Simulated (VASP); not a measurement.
VASP input:

POSCAR:
```
Ni3Al
1
    3.6414000000     0.0000000000     0.0000000000
    0.0000000000     3.6414000000     0.0000000000
    0.0000000000     0.0000000000     3.6414000000
Al Ni
1 3
Direct
  0.0000000000   0.0000000000   0.0000000000
  0.0000000000   0.5000000000   0.5000000000
  0.5000000000   0.0000000000   0.5000000000
  0.5000000000   0.5000000000   0.0000000000
```

**INCAR**
```
SYSTEM = Ni3Al
PREC = Accurate
ENCUT = 520
EDIFF = 1E-6
NELM = 60
ALGO = Normal
LREAL = .FALSE.
LASPH = .TRUE.
ISMEAR = 1
SIGMA = 0.1
GGA = PE
LMAXMIX = 4
ISPIN = 2
MAGMOM = 0.0 0.5 0.5 0.5
LORBIT = 10
LWAVE = .FALSE.
LCHARG = .FALSE.
ISIF = 2
```

File KPOINTS:
```
Automatic mesh
0
Gamma
6 6 6
0 0 0
```

POTCAR, in this order: Ni Al (PBE.64 set). Program: vasp_std.

Output

File standard output:
```
 POSCAR found type information on POSCAR AlNi
 POSCAR found :  2 types and       4 ions
 Reading from existing POTCAR
 Reading from existing POTCAR
 WARNING: type information on POSCAR and POTCAR are incompatible
 POTCAR overwrites the type information in POSCAR
 typ   1 type information:  Al Ni
 WARNING: type information on POSCAR and POTCAR are incompatible
 POTCAR overwrites the type information in POSCAR
 typ   2 type information:  Ni Al
 LDA part: xc-table for (Slater+PW92), standard interpolation
 POSCAR, INCAR and KPOINTS ok, starting setup
 WAVECAR not read
 entering main loop
       N       E                     dE             d eps       ncg     rms          rms(c)
DAV:   1     0.667205677015E+02    0.66721E+02   -0.77328E+03  1120   0.128E+03
DAV:   2    -0.158787186675E+02   -0.82599E+02   -0.78451E+02  1150   0.233E+02
DAV:   3    -0.194451064374E+02   -0.35664E+01   -0.34452E+01  1474   0.532E+01
DAV:   4    -0.195081454681E+02   -0.63039E-01   -0.62998E-01  1302   0.658E+00
DAV:   5    -0.195099155188E+02   -0.17701E-02   -0.17700E-02  1488   0.125E+00    0.187E+01
DAV:   6    -0.303092731116E+02   -0.10799E+02   -0.10080E+02  1146   0.227E+02    0.376E+01
DAV:   7    -0.181440465751E+02    0.12165E+02   -0.25732E+01  1318   0.112E+02    0.835E+00
DAV:   8    -0.169933296735E+02    0.11507E+01   -0.40695E+00  1466   0.462E+01    0.166E+00
DAV:   9    -0.169855281412E+02    0.78015E-02   -0.34876E-01  1722   0.645E+00    0.897E-01
DAV:  10    -0.169812081569E+02    0.43200E-02   -0.14707E-02  1582   0.254E+00    0.340E-01
DAV:  11    -0.169811796210E+02    0.28536E-04   -0.13092E-03  1756   0.569E-01    0.203E-01
DAV:  12    -0.169811245911E+02    0.55030E-04   -0.44402E-04  1382   0.449E-01    0.363E-02
DAV:  13    -0.169811122688E+02    0.12322E-04   -0.64917E-05  1452   0.197E-01    0.156E-02
DAV:  14    -0.169811113594E+02    0.90946E-06   -0.26889E-06  1112   0.319E-02
   1 F= -.16981111E+02 E0= -.16979925E+02  d E =-.355781E-02  mag=     0.0048
```

OUTCAR:
```
------------------------ aborting loop because EDIFF is reached ----------------------------------------
  FORCE on cell =-STRESS in cart. coord.  units (eV):
  Direction    XX          YY          ZZ          XY          YZ          ZX
  --------------------------------------------------------------------------------------
  Total        7.9640638      7.9640638      7.9640638      0.0000000     -0.0000000      0.0000000
  in kB      264.2653058    264.2653058    264.2653058      0.0000000     -0.0000000      0.0000000
  external PRESSURE =     264.2653058 kB  Pullay stress =       0.0000000 kB
  volume of cell :       48.28
      direct lattice vectors                 reciprocal lattice vectors
     3.641400000  0.000000000  0.000000000     0.274619652  0.000000000  0.000000000
     0.000000000  3.641400000  0.000000000     0.000000000  0.274619652  0.000000000
     0.000000000  0.000000000  3.641400000     0.000000000  0.000000000  0.274619652
 POSITION                                       TOTAL-FORCE (eV/Angst)
 -----------------------------------------------------------------------------------
      0.00000      0.00000      0.00000         0.000000      0.000000      0.000000
      0.00000      1.82070      1.82070         0.000000      0.000000      0.000000
      1.82070      0.00000      1.82070         0.000000      0.000000      0.000000
      1.82070      1.82070      0.00000         0.000000      0.000000      0.000000
 -----------------------------------------------------------------------------------
    total drift:                               -0.000000     -0.000000     -0.000000
  FREE ENERGIE OF THE ION-ELECTRON SYSTEM (eV)
  ---------------------------------------------------
  free  energy   TOTEN  =       -16.9811113594 eV

  energy  without entropy=      -16.9775535522  energy(sigma->0) =      -16.97992542

 total charge

# of ion       s       p       d       tot
------------------------------------------
    1        0.534   0.544   8.450   9.528
    2        0.417   0.456   0.000   0.873
    3        0.417   0.456   0.000   0.873
    4        0.417   0.456   0.000   0.873
--------------------------------------------------
tot          1.786   1.912   8.450  12.148

 magnetization (x)

# of ion       s       p       d       tot
------------------------------------------
    1       -0.000  -0.000   0.003   0.003
    2        0.000   0.000   0.000   0.000
    3        0.000   0.000   0.000   0.000
    4        0.000   0.000   0.000   0.000
--------------------------------------------------
tot          0.001   0.000   0.003   0.004
```
(Selected blocks of OUTCAR.)

**Question.** From input and log, find the fault in this run and mend it.

**Answer.** The cause: POTCAR lists the elements in another order than POSCAR. The run ends without an error. Against the sound run, the pressure increases by 35.98 GPa; the cell moment falls by 0.76 μB. To mend it, use POTCAR Al Ni of the PBE.64 set.

The mended run (PBE GGA, plane waves, VASP's PBE PAW potentials (set 64)) converges, and its OSZICAR ends with
```
   1 F= -.21807102E+02 E0= -.21807640E+02  d E =0.161539E-02  mag=     0.7631
```

The compound is Ni3Al in the L1_2 structure. The cell was not relaxed at this level.
